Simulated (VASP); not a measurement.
Computed with r2SCAN meta-GGA, VASP's PBE PAW potentials (set 64) (plane waves; VASP).

The input files of a VASP run:

### POSCAR
```
MgSe
1
    0.0000000000     2.8188000000     2.8188000000
    2.8188000000     0.0000000000     2.8188000000
    2.8188000000     2.8188000000     0.0000000000
Mg Se
1 1
Direct
  0.0000000000   0.0000000000   0.0000000000
  0.5000000000   0.5000000000   0.5000000000
```

KPOINTS:
```
Automatic mesh
0
Gamma
7 7 7
0 0 0
```

INCAR:
```
! general
SYSTEM   =  MgSe
PREC     =  Accurate
ENCUT    =  400
LREAL    =  .FALSE.
LASPH    =  .TRUE.

! electronic loop
EDIFF    =  1E-6
NELM     =  100
ALGO     =  Normal
LMAXMIX  =  4
LMIXTAU  =  .TRUE.

! smearing
ISMEAR   =  0
SIGMA    =  0.05

! functional
METAGGA  =  R2SCAN

! ions
IBRION   =  2
NSW      =  60
ISIF     =  3
EDIFFG   =  -0.01

! output
LWAVE    =  .FALSE.
LCHARG   =  .FALSE.
```

POTCAR, in this order: Mg Se (PBE.64 set). Program: vasp_std.

Energy and stress use the plane-wave basis of the starting cell.

**Question.** Predict the energy per atom (σ→0), volume per atom.

**Answer.** 
| Quantity | Result |
|---|---|
| energy per atom (σ→0) | -10.689 eV/atom |
| volume per atom | 20.38 Å³/atom |

File OSZICAR:
```
...
DAV:   3    -0.213786487631E+02    0.27055E-03   -0.22324E-03   336   0.308E-01    0.846E-02
DAV:   4    -0.213786440646E+02    0.46986E-05   -0.23446E-05   368   0.480E-02    0.722E-02
DAV:   5    -0.213786733818E+02   -0.29317E-04   -0.39195E-05   320   0.891E-02    0.171E-02
DAV:   6    -0.213786218554E+02    0.51526E-04   -0.49194E-05   320   0.105E-01    0.434E-03
DAV:   7    -0.213786278976E+02   -0.60422E-05   -0.86772E-07   296   0.102E-02    0.359E-03
DAV:   8    -0.213786358095E+02   -0.79119E-05   -0.27841E-06   320   0.224E-02    0.135E-03
DAV:   9    -0.213786367559E+02   -0.94638E-06   -0.84388E-08   160   0.334E-03
   3 F= -.21378637E+02 E0= -.21378637E+02  d E =-.709075E-01
```

The structure was generated: MgSe was put into the rock salt type (Fm-3m), which need not be its known phase. This run relaxes it. Symmetry was kept, so distortions that lower it aren't found.
